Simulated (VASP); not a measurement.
Input:

```yaml
crystal:
  lattice:
    - [0.00000, 2.71550, 2.71550]
    - [2.71550, 0.00000, 2.71550]
    - [2.71550, 2.71550, 0.00000]
  atoms:
    - { symbol: Si, position: [0.00000, 0.00000, 0.00000] }
    - { symbol: Si, position: [0.25000, 0.25000, 0.25000] }
```

Method: PBE GGA, VASP's PBE PAW potentials (set 64) (plane waves; VASP). Run with 150 eV cut-off, 8×8×8 Γ-centred mesh, Gaussian smearing of 0.050 eV, potentials Si.

At this cut-off the stress carries a Pulay error, which pulls relaxed volumes low.

Problem. Estimate the energy per atom (σ→0), pressure.

Solution. 
energy per atom (σ→0): -518.2 kJ/mol-atom
pressure: 1.90 GPa

The compound is Si in the diamond structure. The cell was not relaxed at this level. The run is one of a series of settings (ENCUT = 150 against the base run), some of them coarse on purpose.
